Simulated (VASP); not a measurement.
Energy against volume of Be (hcp). Computed with rev-vdW-DF2, VASP's PBE PAW potentials (set 64) (plane waves; VASP 6.6.1). Run with 520 eV cut-off, 18×18×10 Γ-centred mesh, first-order Methfessel-Paxton smearing of 0.10 eV, potentials Be.

Shape and ions are relaxed at each volume.

| V (Å³/atom) | E (eV/atom) |
|---|---|
| 7.694 | -3.35046 |
| 7.932 | -3.35318 |
| 8.170 | -3.35049 |
| 8.408 | -3.34305 |

Q: Fit these four points and predict the energy of the run at 7.456 Å³/atom.

A: A cubic in V^(−2/3), the third-order Birch-Murnaghan form, passes through the four points with V0 = 7.93 Å³/atom and B0 = 121 GPa, and gives -3.3416 eV/atom there. The run gave -3.3416 eV/atom, +0.0 meV/atom from the fit; all five points give B0 = 121 GPa.

The compound is Be in the hcp structure. It was relaxed first.
